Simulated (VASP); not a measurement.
Input:

```yaml
crystal:
  lattice:
    - [0.00000, 2.74731, 2.74731]
    - [2.74731, 0.00000, 2.74731]
    - [2.74731, 2.74731, 0.00000]
  atoms:
    - { symbol: Pb, position: [0.00000, 0.00000, 0.00000] }
    - { symbol: S, position: [0.50000, 0.50000, 0.50000] }
```

Calculation: PBEsol GGA, VASP's PBE PAW potentials (set 64) (plane waves; VASP). Run with 500 eV cut-off, 8×8×8 Γ-centred mesh, Gaussian smearing of 0.050 eV, potentials Pb_d S.

Question: Estimate the energy per atom (σ→0), pressure.

Answer: 
energy per atom (σ→0): -4.472 eV/atom
pressure: 19.97 GPa

Only differences to runs with the same potentials and settings are physical.

The structure was generated: PbS was put into the rock salt type (Fm-3m), which need not be its known phase. It was relaxed first under an external pressure of 20 GPa.
